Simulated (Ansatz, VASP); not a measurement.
## Be (Be(0001)) in two plane-wave programs

Aim: how closely do two programs agree when they are given the same cell, functional and k mesh?

Program: Ansatz 0.2.0. Level of theory: plane waves, with VASP 6.6.1 beside it; single point at LDA. Results are calculated unless marked as measured.

**1. The structure**

The cell holds 7 atoms: 7 Be. Cell: a = 2.290 Å, b = 2.290 Å, c = 28.765 Å, α = 90.0°, β = 90.0°, γ = 60.0°. Vacuum lies along c.

**2. VASP: single point, LDA**

A single point gives forces, pressure and levels at one fixed geometry, so differences don't come from the geometry; what else differs is listed under the comparison.

Lines of VASP's logs that name or quote its potential files are left out, and so is its time.

Contents of INCAR:

```
SYSTEM = Be
PREC = Normal
ENCUT = 300
EDIFF = 1E-06
NELM = 120
ISMEAR = -1
SIGMA = 0.1
LREAL = .FALSE.
ALGO = Fast
GGA = CA
NBANDS = 25
LORBIT = 11
LWAVE = .FALSE.
LCHARG = .TRUE.
IDIPOL = 3
LDIPOL = .TRUE.
DIPOL = 0.5 0.5 0.5
LVHAR = .TRUE.
LVACPOTAV = .TRUE.
LELF = .TRUE.
NEDOS = 1500
```

Contents of POSCAR:

```
Be
1.0
    2.2900000000      0.0000000000      0.0000000000
    1.1450000000      1.9831981747      0.0000000000
    0.0000000000      0.0000000000     28.7652900000
Be
7
Direct
    0.0000000000      0.0000000000      0.3128770821
    0.6666666667      0.6666666667      0.3752513880
    0.0000000000      0.0000000000      0.4376256940
    0.6666666667      0.6666666667      0.5000000000
    0.0000000000      0.0000000000      0.5623743060
    0.6666666667      0.6666666667      0.6247486120
    0.0000000000      0.0000000000      0.6871229179
```

Contents of KPOINTS:

```
Automatic mesh
0
Gamma
21 21 1
0 0 0
```

Potentials, in the order of the species: Be (LDA family, release 64).

Run with:

```console
mpirun -np 2 vasp_std
```

Numbers of over 12 decimals in the logs are rounded to 6 here.

What it wrote:

```text
[banner, memory and clock lines left out]
running    2 mpi-ranks, on    1 nodes
 distrk:  each k-point on    2 cores,    1 groups
 distr:  one band on    1 cores,    2 groups

 POSCAR found type information on POSCAR Be
 POSCAR found :  1 types and       7 ions
 LDA part: xc-table for (Slater(with rela. corr.)+CA(PZ))
 , standard interpolation
|                                                                             |
|           W    W    AA    RRRRR   N    N  II  N    N   GGGG   !!!           |
|           W    W   A  A   R    R  NN   N  II  NN   N  G    G  !!!           |
|           W    W  A    A  R    R  N N  N  II  N N  N  G       !!!           |
|           W WW W  AAAAAA  RRRRR   N  N N  II  N  N N  G  GGG   !            |
|           WW  WW  A    A  R   R   N   NN  II  N   NN  G    G                |
|           W    W  A    A  R    R  N    N  II  N    N   GGGG   !!!           |
|                                                                             |
|     The number of bands has been changed from the values supplied in        |
|     The orbitals not found in the WAVECAR file will be initialized with     |
|     random numbers, which is usually adequate. For correlated               |
|     calculations, however, you should redo the groundstate calculation.     |
|     I found NBANDS = 25. Now, NBANDS = 26.                                  |
|                                                                             |

 POSCAR, INCAR and KPOINTS ok, starting setup
 FFT: planning ... GRIDC
 FFT: planning ... GRID_SOFT
 FFT: planning ... GRID
 WAVECAR not read
 entering main loop
       N       E                     dE             d eps       ncg     rms          rms(c)
DAV:   1     0.744829594153E+01    0.74483E+01   -0.35068E+03  2504   0.265E+02
DAV:   2    -0.278796541895E+02   -0.35328E+02   -0.33084E+02  3284   0.747E+01
DAV:   3    -0.290478898797E+02   -0.11682E+01   -0.11438E+01  3300   0.110E+01
DAV:   4    -0.290633485551E+02   -0.15459E-01   -0.15446E-01  3456   0.133E+00
DAV:   5    -0.290637185747E+02   -0.37002E-03   -0.36998E-03  3406   0.185E-01    0.274E+00
RMM:   6    -0.284795260930E+02    0.58419E+00   -0.87471E-02  3080   0.769E-01    0.169E+00
RMM:   7    -0.283046199132E+02    0.17491E+00   -0.28413E-02  3054   0.417E-01    0.998E-01
RMM:   8    -0.282137251595E+02    0.90895E-01   -0.32105E-02  3242   0.438E-01    0.311E-01
RMM:   9    -0.282042102090E+02    0.95150E-02   -0.54687E-03  3351   0.190E-01    0.125E-01
RMM:  10    -0.282016591747E+02    0.25510E-02   -0.89433E-04  3392   0.804E-02    0.630E-02
RMM:  11    -0.282009979718E+02    0.66120E-03   -0.54484E-04  3356   0.514E-02    0.302E-02
RMM:  12    -0.282016992170E+02   -0.70125E-03   -0.32693E-04  3391   0.341E-02    0.141E-02
RMM:  13    -0.282019697881E+02   -0.27057E-03   -0.51966E-05  3379   0.146E-02    0.959E-03
RMM:  14    -0.282023474360E+02   -0.37765E-03   -0.26844E-05  3429   0.921E-03    0.373E-03
RMM:  15    -0.282024557509E+02   -0.10831E-03   -0.95297E-06  3299   0.495E-03    0.200E-03
RMM:  16    -0.282024845721E+02   -0.28821E-04   -0.21195E-06  3145   0.249E-03    0.905E-04
RMM:  17    -0.282025166604E+02   -0.32088E-04   -0.13501E-06  3067   0.176E-03    0.665E-04
RMM:  18    -0.282025265104E+02   -0.98500E-05   -0.27212E-07  2975   0.964E-04    0.487E-04
RMM:  19    -0.282025356064E+02   -0.90960E-05   -0.11882E-07  2822   0.781E-04    0.165E-04
RMM:  20    -0.282025370339E+02   -0.14275E-05   -0.27766E-08  2555   0.616E-04    0.968E-05
RMM:  21    -0.282025374509E+02   -0.41703E-06   -0.72689E-09  2364   0.470E-04
|                                                                             |
|           W    W    AA    RRRRR   N    N  II  N    N   GGGG   !!!           |
|           W    W   A  A   R    R  NN   N  II  NN   N  G    G  !!!           |
|           W    W  A    A  R    R  N N  N  II  N N  N  G       !!!           |
|           W WW W  AAAAAA  RRRRR   N  N N  II  N  N N  G  GGG   !            |
|           WW  WW  A    A  R   R   N   NN  II  N   NN  G    G                |
|           W    W  A    A  R    R  N    N  II  N    N   GGGG   !!!           |
|                                                                             |
|     Did not find any points to average over, which means that no vacuum     |
|     field-free region was found. Please increase the size of  your cell     |
|     in the dimension of the dipole correction to obtain accurate            |
|     workfunction values.                                                    |
|                                                                             |

   1 F= -.28202537E+02 E0= -.28180952E+02  d E =-.431706E-01
```

Parts of OUTCAR (step 2):

```text
ion  position               nearest neighbor table
   1  0.000  0.000  0.313-   2 2.23   2 2.23   2 2.23
   2  0.667  0.667  0.375-   1 2.23   1 2.23   1 2.23   3 2.23   3 2.23   3 2.23
   3  0.000  0.000  0.438-   2 2.23   4 2.23   2 2.23   4 2.23   2 2.23   4 2.23
   4  0.667  0.667  0.500-   3 2.23   5 2.23   3 2.23   5 2.23   3 2.23   5 2.23
   5  0.000  0.000  0.562-   6 2.23   4 2.23   6 2.23   4 2.23   6 2.23   4 2.23
   6  0.667  0.667  0.625-   7 2.23   7 2.23   7 2.23   5 2.23   5 2.23   5 2.23
   7  0.000  0.000  0.687-   6 2.23   6 2.23   6 2.23

  LATTYP: Found a hexagonal cell.
 ALAT       =     2.2900000000
 C/A-ratio  =    12.5612620086

 Subroutine GETGRP returns: Found 12 space group operations
 (whereof 12 operations were pure point group operations)

The static configuration has the point symmetry D_3h.

 Found     48 irreducible k-points:

   k-points           NKPTS =     48   k-points in BZ     NKDIM =     48   number of bands    NBANDS=     26

   dimension x,y,z NGX =    10 NGY =   10 NGZ =  126
   dimension x,y,z NGXF=    20 NGYF=   20 NGZF=  252

   ENCUT  =  300.0 eV  22.05 Ry    4.70 a.u.   3.23  3.23 40.62*2*pi/ulx,y,z

   NELECT =      14.0000    total number of electrons

 k-points in reciprocal lattice and weights: Automatic mesh
   0.00000000  0.00000000  0.00000000       0.002
   0.04761905 -0.00000000  0.00000000       0.014
   0.09523810  0.00000000  0.00000000       0.014
   0.14285714 -0.00000000  0.00000000       0.014
   0.19047619  0.00000000  0.00000000       0.014
   0.23809524 -0.00000000  0.00000000       0.014
   0.28571429 -0.00000000  0.00000000       0.014
   0.33333333 -0.00000000  0.00000000       0.014
   0.38095238  0.00000000  0.00000000       0.014
[...]
-0.38095238  0.28571429  0.00000000       0.027
  -0.33333333  0.33333333  0.00000000       0.005

 dipolmoment           0.000000      0.000000     -0.000000 electrons x Angstroem

 average (electrostatic) potential at core
       1 -36.6429       2 -36.8827       3 -37.1560       4 -37.2430       5 -37.1560
       6 -36.8827       7 -36.6429

 E-fermi :  -0.4052

 k-point     1 :       0.0000    0.0000    0.0000
  band No.  band energies     occupation
    ...
      4      -8.4170      2.00000
      5      -7.0719      2.00000
      6      -5.5903      2.00000
      7      -3.0280      2.00000
      8      -2.7428      2.00000
      9       2.2607      0.00000
     10       3.8939      0.00000
     11       4.5838      0.00000
     12       5.4288      0.00000
     13       5.4438      0.00000
    ...

 k-point     2 :       0.0476   -0.0000    0.0000
  band No.  band energies     occupation
    ...
      4      -8.3520      2.00000
      5      -7.0051      2.00000
      6      -5.5186      2.00000
      7      -2.9581      2.00000
      8      -2.6656      2.00000
      9       2.2914      0.00000
     10       3.9523      0.00000
     11       4.6616      0.00000
     12       5.5112      0.00000
     13       5.5115      0.00000
    ...

 k-point     3 :       0.0952    0.0000    0.0000
  band No.  band energies     occupation
    ...
      4      -8.1575      2.00000
      5      -6.8053      2.00000
      6      -5.3045      2.00000
      7      -2.7499      2.00000
      8      -2.4343      2.00000
      9       2.3810      0.00000
     10       4.1217      0.00000
     11       4.8937      0.00000
     12       5.7146      0.00000
     13       5.7577      0.00000
    ...

  Total       -4.6761331     -4.6761331     -1.2125331      0.0000000      0.0000000      0.0000000
  in kB      -57.3491645    -57.3491645    -14.8707832      0.0000000      0.0000000      0.0000000
  external PRESSURE =     -43.1897040 kB  Pullay stress =       0.0000000 kB

  energy-cutoff  :      300.00
  volume of cell :      130.64
      direct lattice vectors                 reciprocal lattice vectors
     2.290000000  0.000000000  0.000000000     0.436681223 -0.252118021  0.000000000
     1.145000000  1.983198175  0.000000000     0.000000000  0.504236043  0.000000000
     0.000000000  0.000000000 28.765290000     0.000000000  0.000000000  0.034764120

 POSITION                                       TOTAL-FORCE (eV/Angst)
 -----------------------------------------------------------------------------------
      0.00000      0.00000      9.00000        -0.000000      0.000000      0.055776
      2.29000      1.32213     10.79421        -0.000000     -0.000000      0.082209
      0.00000      0.00000     12.58843         0.000000     -0.000000      0.004308
      2.29000      1.32213     14.38265         0.000000      0.000000     -0.000000
      0.00000      0.00000     16.17686         0.000000     -0.000000     -0.004308
      2.29000      1.32213     17.97108        -0.000000     -0.000000     -0.082209
      0.00000      0.00000     19.76529         0.000000      0.000000     -0.055776
 -----------------------------------------------------------------------------------
    total drift:                                0.000000      0.000000      0.000000

  FREE ENERGIE OF THE ION-ELECTRON SYSTEM (eV)
  ---------------------------------------------------
  free  energy   TOTEN  =       -28.2025374509 eV

  energy  without entropy=      -28.1593668708  energy(sigma->0) =      -28.18095216

 vacuum level on the upper side and lower side of the slab         5.109         5.109

 total charge
# of ion       s       p       d       tot
------------------------------------------
    1        0.396   0.635   0.000   1.031
    2        0.408   0.732   0.000   1.140
    3        0.402   0.740   0.000   1.142
    4        0.400   0.742   0.000   1.142
    5        0.402   0.740   0.000   1.142
    6        0.408   0.732   0.000   1.140
    7        0.396   0.635   0.000   1.031
--------------------------------------------------
tot          2.812   4.958   0.000   7.770

[... 3 further parts left out ...]
```

**3. Ansatz: single point, LDA**

Ansatz runs on its default PAW (the set named soft_2) files.

The same cell, functional (in two slightly different forms), mesh and smearing now go to Ansatz, which takes its cutoff from its data sets.

Contents of input.yaml:

```yaml
crystal:
  lattice:
    - [2.29, 0.0, 0.0]
    - [1.145, 1.9831981747, 0.0]
    - [0.0, 0.0, 28.76529]
  atoms:
    - { symbol: Be, position: [0.0, 0.0, 0.3128770821] }
    - { symbol: Be, position: [0.6666666667, 0.6666666667, 0.375251388] }
    - { symbol: Be, position: [0.0, 0.0, 0.437625694] }
    - { symbol: Be, position: [0.6666666667, 0.6666666667, 0.5] }
    - { symbol: Be, position: [0.0, 0.0, 0.562374306] }
    - { symbol: Be, position: [0.6666666667, 0.6666666667, 0.624748612] }
    - { symbol: Be, position: [0.0, 0.0, 0.6871229179] }
hamiltonian:
  xc: lda
  pseudopotentials: { kind: paw }
kpoints:
  mp_grid: { grid: [21, 21, 1] }
scf:
  occupations: { method: fermi_dirac, width: 0.1 }
  n_extra_bands: 5
efield:
  axis: 3
  dipole_correction: true
  ramp_width: 0.04
output:
  forces: true
  eigenvalues: true
```

Run with:

```console
ansatz run input.yaml --threads 4 --pin off --max-ram 9216MiB --backend cpu --events-out ev --progress --plain --runs-dir out
```

What it wrote:

```text
scf.n_extra_bands = 5 over 7 filled bands (N_el = 14.0): the run solves 12 bands
Engine: ansatz 0.2.0, aarch64-unknown-linux-gnu
Pseudopotentials: kind: paw
Pseudopotential: Be, paw, valence charge 2, recommended cutoff 420 eV (normal), Be.paw.azcp
Functional definition: SPW92
  exchange = slater_x
  correlation = pw_c
Crystal: 7 atoms, lattice volume = 130.638 Å³
Basis set: ecut = 420 eV, 2521 PW (Γ)
Bands: 12, of which v1, the nominal top of the filled ones, is band 7 counted from 1 (6 counted from 0)
Symmetry: 6 space group operations
k-points: 48 of 441 (time reversal used)
Non-local potential: Be, projectors of the file, l = 0: 2, l = 1: 2, l = 2: 1
PAW form: soft (Blöchl's): semilocal exchange-correlation on the pseudo side does not see the compensation charge
PAW frozen core: Be, regenerated for the run's functional, and the local potential with it (the file was generated under x = pbe(κ = 0.804, μ = 0.219515), c = pbe(β = 0.066725))
PAW one-centre angular grid: Be, 110 points (default); XC on 64 Gauss nodes
Initial density: superposition of atomic densities (neutral atoms: chi_scale 0, normalization atom), corrected by the library's trained network
Initial wavefunctions: pseudopotential atomic-orbital guess
Functional: x = slater, c = lda
SCF iter   1: F=—  HF=-616.366112 eV  |F-HF|=—  |Δ(HF+E_count)|=         —  Δρ=2.41e-3  dr2=2.30e-2  ethr=1.77e-3  p=0.000 e·Å  D=1.98e-14 V/Å  ΔV_dip=-0.00 eV  dr2_dipole=7.33e-8  V_vac-E_F(+/−)=5.66/5.66 eV  ⟨swp⟩=11.9  Hψ=6768  notcnv=0
efield: sawtooth ramp at fractional position 0.9800 (placed from the atoms, in the widest stretch of the axis that holds none; the zero of the levels goes with the place), width 0.0400; the density the first Hamiltonian is built on has a dipole p = 0.000 e·Å; the dipole correction subtracts the counter field D = 1.98e-14 V/Å, which shifts the + side's vacuum level by -0.00 eV against the − side's; the planar-averaged density in the ramp window peaks in size at 4.5e-6 e/Å³
preconditioner: auto → LDOS  [metal: Δε(μ)=0.097 eV  Ē_g=7.817 eV  σ=0.100 eV  W_gap=0.24  n_scr=16 (ndim 8)  ℏωp=12.2 eV  f_vac=0.475  D(μ)=1.29/eV (n_scr^D=12)  β→1.0]
SCF iter   2: F=—  HF=-616.365268 eV  |F-HF|=—  |Δ(HF+E_count)|=   8.44e-4  Δρ=8.80e-4  dr2=3.75e-3  ethr=1.64e-4  p=-0.000 e·Å  D=-1.31e-5 V/Å  ΔV_dip=0.00 eV  dr2_dipole=6.97e-8  V_vac-E_F(+/−)=5.50/5.50 eV  ⟨swp⟩=2.5  Hψ=1306  notcnv=0  defer=1
SCF iter   3: F=—  HF=-616.364421 eV  |F-HF|=—  |Δ(HF+E_count)|=   8.47e-4  Δρ=3.36e-4  dr2=5.87e-4  ethr=2.68e-5  p=-0.000 e·Å  D=-3.47e-6 V/Å  ΔV_dip=0.00 eV  dr2_dipole=1.20e-9  V_vac-E_F(+/−)=5.50/5.50 eV  ⟨swp⟩=2.2  Hψ=937  notcnv=0  defer=1
SCF iter   4: F=—  HF=-616.364292 eV  |F-HF|=—  |Δ(HF+E_count)|=   1.29e-4  Δρ=7.76e-5  dr2=3.28e-5  ethr=4.19e-6  p=0.000 e·Å  D=2.72e-8 V/Å  ΔV_dip=-0.00 eV  dr2_dipole=4.12e-10  V_vac-E_F(+/−)=5.51/5.51 eV  ⟨swp⟩=2.5  Hψ=949  notcnv=0  defer=1
SCF iter   5: F=—  HF=-616.364289 eV  |F-HF|=—  |Δ(HF+E_count)|=   3.11e-6  Δρ=1.07e-5  dr2=5.41e-7  ethr=2.34e-7  p=-0.000 e·Å  D=-5.59e-7 V/Å  ΔV_dip=0.00 eV  dr2_dipole=3.88e-11  V_vac-E_F(+/−)=5.51/5.51 eV  ⟨swp⟩=2.3  Hψ=853  notcnv=0
SCF iter   6: F=-616.364289 eV  HF=-616.364289 eV  |F-HF|=3.95e-9  |Δ(HF+E_count)|=   1.75e-8  Δρ=1.16e-6  dr2=6.31e-9  ethr=7.14e-10  p=0.000 e·Å  D=1.13e-7 V/Å  ΔV_dip=-0.00 eV  dr2_dipole=1.35e-13  V_vac-E_F(+/−)=5.51/5.51 eV  ⟨swp⟩=9.7  Hψ=4015  notcnv=0
SCF 1 converged in 6 iterations: F = -616.364289 eV  dr2 = 6.31e-9
  greatest PAW one-centre occupation: 0.359 electrons in one spin orbital (limit 2), on the Be atom at site 5 (counted from 0), in its partial waves of l = 0
SCF converged after 6 iterations
Free energy (F): -616.364289 eV
Harris-Foulkes:  -616.364289 eV  (|F-HF|=3.95e-9)
Internal energy: -616.321118 eV  (E = F + TS)
E sigma→0 (E₀):  -616.342704 eV
Entropy (-TS):   -0.043171 eV (-6.167 meV/atom)
Fermi energy:    0.088879 eV
Dipole field:    D = 0.000001 V/Å  (p = 0.000001 e·Å, saw-weighted, corrected)
Work function:   Φ+ = 5.5111 eV   Φ− = 5.5111 eV
Levels:          The Fermi level and band energies are counted from a zero that moves with the ramp; work functions are not
--- Per-component energies (eV) ---
  E_band       = -57.036867
  E_kinetic    = 141.140286
  E_local      = -5919.871933  (includes V_loc(G=0)·N_el)
  E_nonlocal   = 32.602601
  E_hartree    = 2921.149486
  E_xc         = -134.682552
  E_vxc        = -142.495516  (∫ρ·V_xc dr)
  E_paw        = -385.656964  (= ΣΔE_a)
  E_vpaw       = -10.710855  (= ΣTr[D̂ρ^β])
  E_aug_tail   = -0.000005  (compensation charges beyond the density's cutoff)
  E_efield     = 0.000000  (sawtooth field / dipole correction)
  E_vefield    = 0.000000  (∫n·V_field dr)
  E_ewald      = 2728.785952
  E_core_change = 0.212010  (= ΣΔE_core)
  E_smearing   = -0.043171  (= −TS)
  E_closure    = 0.000000  (closes the sum)
  Σ components = -616.364289   (vs F -616.364289, Δ=0.00e0)
--- Forces (eV/Å), atoms counted from 1 ---
  atom   1  Be     0.00000000    -0.00000000     0.06717355
  atom   2  Be    -0.00000000     0.00000000     0.08287445
  atom   3  Be     0.00000000    -0.00000000     0.00431905
  atom   4  Be    -0.00000000     0.00000000    -0.00001893
  atom   5  Be     0.00000000    -0.00000000    -0.00428978
  atom   6  Be    -0.00000000     0.00000000    -0.08288968
  atom   7  Be     0.00000000    -0.00000000    -0.06716750
  max |Σ_I F_I| component: 1.17e-6 eV/Å
--- Band table (eV; the first three rows and the last of 48) ---
  k-point 0: bands = [... 3 lower, -7.9234, -6.5783, -5.0965, -2.5337, -2.2484, 2.7528, 4.3856, 5.0702, ... 1 higher]
  k-point 1: bands = [... 3 lower, -7.8584, -6.5115, -5.0248, -2.4638, -2.1712, 2.7836, 4.4441, 5.1481, ... 1 higher]
  k-point 2: bands = [... 3 lower, -7.6639, -6.3117, -4.8106, -2.2556, -1.9399, 2.8733, 4.6137, 5.3806, ... 1 higher]
  k-point 47: bands = [... 3 lower, -0.7362, -0.6706, -0.4380, -0.4318, -0.0213, 0.8409, 0.8409, 1.2825, ... 1 higher]
```

It took 2.5 s on 4 threads of Arm Neoverse V1, shared host; peak memory 0.36 GiB; 9.2 s of CPU time.

**4. Comparison**

Known differences besides the potentials themselves: the two LDA forms differ slightly; the cutoff is 420 eV in Ansatz and 300 eV in VASP (PREC = Normal); VASP's log shows a relativistic correction to its local exchange, Ansatz's none. Total energies have different zeros and are not compared.

Both answers:

```tsv
quantity	Ansatz	VASP	difference
work function, lower of the two faces (eV)	5.51	5.51	0.00
work function, higher of the two faces (eV)	5.51	5.51	0.00
```

Forces (eV/Å; atoms numbered as in POSCAR):

```tsv
atom	Ansatz x, y, z	VASP x, y, z
Be1	0.000, 0.000, 0.067	0.000, 0.000, 0.056
Be2	0.000, 0.000, 0.083	0.000, 0.000, 0.082
Be3	0.000, 0.000, 0.004	0.000, 0.000, 0.004
Be4	0.000, 0.000, 0.000	0.000, 0.000, 0.000
Be5	0.000, 0.000, -0.004	0.000, 0.000, -0.004
Be6	0.000, 0.000, -0.083	0.000, 0.000, -0.082
Be7	0.000, 0.000, -0.067	0.000, 0.000, -0.056
```

The forces differ by 3.5 meV/Å r.m.s., which is 11.5 % of the r.m.s. force of 0.03 eV/Å (both taken over all components). VASP's log warns that it found no field-free region in the vacuum, so its work functions are uncertain.

**5. Outcome**

| Item | Value |
| --- | --- |
| r.m.s. force difference (single point, LDA) | 3.5 meV/Å |

The r.m.s. force difference is 3.5 meV/Å (single point, LDA), within the 12 meV/Å picked in this series as the mark of a large difference. Such differences can come from data sets, numerical settings and the points named under the comparisons, not from the functional's error against experiment.

[Lines on the potential files, build, host, timing and source positions are cut from VASP's logs without a mark.]

[Logs are printed without paths, hosts, clocks, repeated set-up lines and the standing remarks that a program may print on its own settings, such as how far it seeks lower states.]

[Hosts, paths, dates, database ids (printed as entryN), source tags and the programs' standing remarks are cut or masked in the printed files.]
